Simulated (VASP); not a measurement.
VASP ran on this input.

### INCAR
```
# general
SYSTEM   =  WSi2
PREC     =  Accurate
ENCUT    =  500   # plane-wave cut-off (eV)
LREAL    =  .FALSE.   # projection in real space or not
LASPH    =  .TRUE.   # aspherical one-centre terms

# electronic loop
EDIFF    =  1E-6   # SCF stop (eV)
NELM     =  100   # most electronic steps
ALGO     =  Normal
LMAXMIX  =  6   # l cut-off of mixed one-centre charges

# smearing
ISMEAR   =  1   # Methfessel-Paxton
SIGMA    =  0.1

# functional
GGA      =  PS   # PBEsol

# ions
IBRION   =  2   # conjugate gradients
NSW      =  40   # most ionic steps
ISIF     =  3   # ions, shape and volume
EDIFFG   =  -0.02   # ionic stop
PSTRESS  =  50

# output
LWAVE    =  .FALSE.
LCHARG   =  .FALSE.
```

### POSCAR
```
WSi2
1.0
 -1.6018400607   1.6018400607   3.9096280755
  1.6018400607  -1.6018400607   3.9096280755
  1.6018400607   1.6018400607  -3.9096280755
Si W
2 1
Cartesian
  0.0000000000  -0.0000000000   5.2039997356
  0.0000000000  -0.0000000000   2.6152564154
  0.0000000000   0.0000000000   0.0000000000
```

### KPOINTS
```
Automatic mesh
0
Gamma
13 13 13
0 0 0
```

POTCAR, in this order: Si W_sv (PBE.64 set). Program: vasp_std.

Task: Write an equivalent input for Quantum ESPRESSO's pw.x.

Result: One equivalent input (not run):
```
&CONTROL
  calculation = 'vc-relax'
  pseudo_dir = './pseudo'
  outdir = './out'
  tprnfor = .true.
  tstress = .true.
  nstep = 40
  forc_conv_thr = 0.00078
/
&SYSTEM
  ibrav = 0
  nat = 3
  ntyp = 2
  ecutwfc = 74
  occupations = 'smearing'
  smearing = 'methfessel-paxton'
  degauss = 0.00735
  input_dft = 'pbesol'
/
&ELECTRONS
  conv_thr = 7.3e-08
  electron_maxstep = 100
/
&IONS
/
&CELL
  press = 50
/
ATOMIC_SPECIES
  Si 28.085 Si.upf
  W 183.840 W.upf
CELL_PARAMETERS angstrom
    -1.6018401    1.6018401    3.9096281
     1.6018401   -1.6018401    3.9096281
     1.6018401    1.6018401   -3.9096281
ATOMIC_POSITIONS crystal
  Si   0.6655364  0.6655364  0.0000000
  Si   0.3344636  0.3344636  0.0000000
  W    0.0000000  0.0000000  0.0000000
K_POINTS automatic
  13 13 13 0 0 0
```
The two are equivalent in intent, not identical: the potentials are each code's own (VASP's PAW set, PseudoDojo norm-conserving files in pw.x), so ENCUT and ecutwfc are chosen apart and not converted; conv_thr bounds pw.x's estimated SCF error, while EDIFF bounds the energy change between steps; forc_conv_thr acts on force components and is met together with etot_conv_thr.

The compound is WSi2 in the MoSi2 type structure. This run relaxes it under an external pressure of 5 GPa. Symmetry was kept, so distortions that lower it aren't found.
